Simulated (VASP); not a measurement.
Consider the following.

```
Pd2YbSi2
1.0
   -2.04900     2.04900     4.93950
    2.04900    -2.04900     4.93950
    2.04900     2.04900    -4.93950
Yb Pd Si
1 2 2
Cartesian
  0.00000   0.00000   0.00000
  0.00000   2.04900   2.46975
  2.04900   0.00000   2.46975
  0.00000   0.00000   3.70463
  0.00000   0.00000   6.17437
```
Starting moments (μB, in the order of the record's atoms Yb Pd Pd Si Si): 1.0 0.0 0.0 0.0 0.0.

The numbers are results of PBEsol GGA, VASP's PBE PAW potentials (set 64) (plane waves; VASP), not measurements. Run with 300 eV cut-off, 5×5×5 Γ-centred mesh, Fermi-Dirac smearing of 0.10 eV, potentials Yb Pd Si.

At this cut-off the stress carries a Pulay error, which pulls relaxed volumes low.

Task: Predict the cell moment, energy per atom (σ→0), pressure, largest force, band gap (on the k-mesh) with the smallest direct gap where there is one.

Result: 
band gap (on the k-mesh): none (metal, semimetal or under 0.01 eV)
cell moment: 0.00 μB
energy per atom (σ→0): -612.4 kJ/mol of atoms
pressure: 1.41 GPa
largest force: 1.269 eV/Å

The absolute energy has meaning only against runs of the same code, potentials and settings.

The structure comes from a measured Pd2YbSi2 entry of the Crystallography Open Database, whose conditions weren't checked. The cell was not relaxed at this level. The k-mesh is coarse (spacing up to 0.43 per Å, 2π included), so the numbers may not be converged in it.
